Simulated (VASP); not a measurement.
Level of theory: PBEsol GGA, VASP's PBE PAW potentials (set 64) (plane waves; VASP).

A VASP calculation is set up with these files.

File POSCAR:
```
Li
1
   -1.7450000000     1.7450000000     1.7450000000
    1.7450000000    -1.7450000000     1.7450000000
    1.7450000000     1.7450000000    -1.7450000000
Li
1
Direct
  0.0000000000   0.0000000000   0.0000000000
```

INCAR:
```
# general
SYSTEM  =  Li
PREC    =  Accurate
ENCUT   =  520
LREAL   =  .False.   # projection in real space or not
LASPH   =  .True.   # aspherical one-centre terms

# electronic loop
EDIFF   =  1E-6   # SCF stop (eV)
NELM    =  100   # most electronic steps
ALGO    =  Normal   # blocked Davidson

# smearing
ISMEAR  =  1
SIGMA   =  0.1   # width (eV)

# functional
GGA     =  PS

# ions
IBRION  =  2   # conjugate gradients
NSW     =  60   # most ionic steps
ISIF    =  3   # ions, shape and volume
EDIFFG  =  -0.01

# output
LWAVE   =  .False.
LCHARG  =  .False.
```

### KPOINTS
```
Automatic
0
G
  13 13 13
```

POTCAR, in this order: Li_sv (PBE.64 set). Program: vasp_std.

What VASP printed:

### OSZICAR
```
       N       E                     dE             d eps       ncg     rms          rms(c)
DAV:   1     0.400135840082E+00    0.40014E+00   -0.69873E+02   845   0.414E+02
DAV:   2    -0.187688802024E+01   -0.22770E+01   -0.22058E+01  1200   0.579E+01
DAV:   3    -0.196482923599E+01   -0.87941E-01   -0.87917E-01  1060   0.827E+00
DAV:   4    -0.196743478397E+01   -0.26055E-02   -0.25949E-02  1130   0.122E+00
DAV:   5    -0.196746238168E+01   -0.27598E-04   -0.27598E-04  1055   0.113E-01    0.377E-01
DAV:   6    -0.196565536041E+01    0.18070E-02   -0.52474E-04  1175   0.171E-01    0.214E-01
DAV:   7    -0.196485095469E+01    0.80441E-03   -0.14614E-03  1180   0.308E-01    0.267E-02
DAV:   8    -0.196489441787E+01   -0.43463E-04   -0.46985E-04  1025   0.173E-01    0.923E-03
DAV:   9    -0.196489251350E+01    0.19044E-05   -0.21120E-06   925   0.170E-02    0.152E-03
DAV:  10    -0.196489222248E+01    0.29102E-06   -0.45142E-07   785   0.903E-03
   1 F= -.19648922E+01 E0= -.19648903E+01  d E =-.196489E+01
       N       E                     dE             d eps       ncg     rms          rms(c)
DAV:   1    -0.196629845395E+01   -0.14059E-02   -0.12634E-02  1135   0.120E+00    0.237E-01
DAV:   2    -0.196625973709E+01    0.38717E-04   -0.26545E-03  1085   0.481E-01    0.168E-01
DAV:   3    -0.196610606580E+01    0.15367E-03   -0.71918E-04  1545   0.188E-01    0.827E-02
DAV:   4    -0.196605739292E+01    0.48673E-04   -0.86486E-05  1495   0.886E-02    0.377E-03
DAV:   5    -0.196605898877E+01   -0.15958E-05   -0.35453E-06   725   0.192E-02    0.176E-03
DAV:   6    -0.196605997636E+01   -0.98759E-06   -0.36356E-07   440   0.647E-03
   2 F= -.19660600E+01 E0= -.19660586E+01  d E =-.116775E-02
       N       E                     dE             d eps       ncg     rms          rms(c)
DAV:   1    -0.196800353339E+01   -0.19445E-02   -0.42981E-02  1095   0.229E+00    0.432E-01
DAV:   2    -0.196807933813E+01   -0.75805E-04   -0.10757E-02  1085   0.980E-01    0.317E-01
DAV:   3    -0.196761253448E+01    0.46680E-03   -0.28355E-03  1535   0.383E-01    0.195E-01
DAV:   4    -0.196734956092E+01    0.26297E-03   -0.44812E-04  1505   0.194E-01    0.616E-03
DAV:   5    -0.196735335633E+01   -0.37954E-05   -0.11834E-05   855   0.388E-02    0.321E-03
DAV:   6    -0.196735552079E+01   -0.21645E-05   -0.11398E-06   570   0.106E-02    0.655E-04
DAV:   7    -0.196735538354E+01    0.13725E-06   -0.13857E-07   440   0.546E-03
   3 F= -.19673554E+01 E0= -.19673551E+01  d E =-.246316E-02
       N       E                     dE             d eps       ncg     rms          rms(c)
DAV:   1    -0.196843737309E+01   -0.10819E-02   -0.17888E-01  1070   0.487E+00    0.864E-01
DAV:   2    -0.196946285227E+01   -0.10255E-02   -0.49762E-02  1035   0.209E+00    0.654E-01
DAV:   3    -0.196797437673E+01    0.14885E-02   -0.13402E-02  1505   0.862E-01    0.483E-01
DAV:   4    -0.196639464687E+01    0.15797E-02   -0.27340E-03  1500   0.457E-01    0.121E-02
DAV:   5    -0.196640442275E+01   -0.97759E-05   -0.42134E-05   925   0.849E-02    0.647E-03
DAV:   6    -0.196640953616E+01   -0.51134E-05   -0.54587E-06  1025   0.217E-02    0.185E-03
DAV:   7    -0.196640939778E+01    0.13838E-06   -0.16105E-07   435   0.519E-03
   4 F= -.19664094E+01 E0= -.19664120E+01  d E =-.151718E-02
       N       E                     dE             d eps       ncg     rms          rms(c)
DAV:   1    -0.197060970811E+01   -0.42002E-02   -0.10071E-01  1235   0.311E+00    0.680E-01
DAV:   2    -0.196884145637E+01    0.17683E-02   -0.70986E-03  1095   0.746E-01    0.420E-01
DAV:   3    -0.196759555666E+01    0.12459E-02   -0.33870E-03  1500   0.381E-01    0.723E-02
DAV:   4    -0.196757977556E+01    0.15781E-04   -0.18620E-04  1105   0.139E-01    0.133E-02
DAV:   5    -0.196757731562E+01    0.24599E-05   -0.25392E-05  1140   0.489E-02    0.795E-04
DAV:   6    -0.196757729204E+01    0.23577E-07   -0.54486E-07   490   0.104E-02
   5 F= -.19675773E+01 E0= -.19675778E+01  d E =-.268507E-02
```

File OUTCAR:
```
------------------------ aborting loop because EDIFF is reached ----------------------------------------
  FORCE on cell =-STRESS in cart. coord.  units (eV):
  Direction    XX          YY          ZZ          XY          YZ          ZX
  --------------------------------------------------------------------------------------
  Total       -0.0014210     -0.0014210     -0.0014210      0.0000000      0.0000000     -0.0000000
  in kB       -0.1131815     -0.1131815     -0.1131815      0.0000000      0.0000000     -0.0000000
  external PRESSURE =      -0.1131815 kB  Pullay stress =       0.0000000 kB
  volume of cell :       20.11
      direct lattice vectors                 reciprocal lattice vectors
    -1.713243116  1.713243116  1.713243116     0.000000000  0.291844161  0.291844161
     1.713243116 -1.713243116  1.713243116     0.291844161  0.000000000  0.291844161
     1.713243116  1.713243116 -1.713243116     0.291844161  0.291844161  0.000000000
 POSITION                                       TOTAL-FORCE (eV/Angst)
 -----------------------------------------------------------------------------------
      0.00000      0.00000      0.00000         0.000000      0.000000      0.000000
 -----------------------------------------------------------------------------------
    total drift:                               -0.000000      0.000000     -0.000000
  FREE ENERGIE OF THE ION-ELECTRON SYSTEM (eV)
  ---------------------------------------------------
  free  energy   TOTEN  =        -1.9675772920 eV

  energy  without entropy=       -1.9675789270  energy(sigma->0) =       -1.96757784

 reached required accuracy - stopping structural energy minimisation
```
(Selected blocks of OUTCAR.)

CONTCAR:
```
Li
   1.00000000000000
    -1.7132431163279671    1.7132431163279671    1.7132431163279671
     1.7132431163279671   -1.7132431163279671    1.7132431163279671
     1.7132431163279671    1.7132431163279671   -1.7132431163279671
  Li
     1
Direct
     0.0000000000000000    0.0000000000000000    0.0000000000000000
```

Energy and stress use the plane-wave basis of the starting cell.

The compound is Li in the bcc structure. This run relaxes it. Symmetry was kept, so distortions that lower it aren't found.
